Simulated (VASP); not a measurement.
Be3CdTe4, 8 atoms in the cell. The structure is orthorhombic, space group Cmmm (No. 65). The conventional cell has a = 6.835 Å, b = 8.585 Å, c = 7.234 Å, α = 90.00°, β = 90.00°, γ = 90.00°. Around Be (site symmetry mm2) lie 2 Te at 2.19 Å and 1 Cd at 2.37 Å and 1 Be at 2.49 Å. Be (site symmetry mmm) is surrounded by 4 Te at 2.59 Å. Cd (site symmetry mmm) is surrounded by 2 Be at 2.37 Å and 4 Te at 2.47 Å. Te (site symmetry m) is surrounded by 1 Be at 2.19 Å and 1 Cd at 2.47 Å. The cell was built by a generator and needn't be a form met in nature.

- Program: VASP 6.6.1
- Task: relaxation of cell and atoms
- Functional: PBE
- Potentials or basis: VASP PAW PBE potentials, release 64 (Be, Cd, Te)
- Cutoff: 520 eV
- k mesh: 3 × 3 × 2
- Occupations: gaussian, width 0.15 eV
- Spin: no spin polarisation
- Further INCAR settings: PREC = Normal; ALGO = Fast; EDIFF = 0.0001; IBRION = 2; EDIFFG = -0.08; NSW = 24; ISIF = 3

Potentials or basis: VASP PAW PBE potentials, release 64 (Be, Cd, Te).

Command:

```sh
$ cat potpaw_PBE.64/Be/POTCAR potpaw_PBE.64/Cd/POTCAR potpaw_PBE.64/Te/POTCAR > POTCAR
$ mpirun -np 4 vasp_std > vasp.out
```

Hardware: 4 MPI ranks on Intel(R) Xeon(R) Platinum 8259CL CPU @ 2.50GHz (Skylake/Cascade Lake) (shared host).

Problem. How long does it take, and how much memory?

Solution. It took 92 s on 4 MPI ranks on Intel(R) Xeon(R) Platinum 8259CL CPU @ 2.50GHz (Skylake/Cascade Lake) (shared host), peak memory 0.16 GiB a rank. Counts: scf iterations 109, k points 8, ion steps 17.
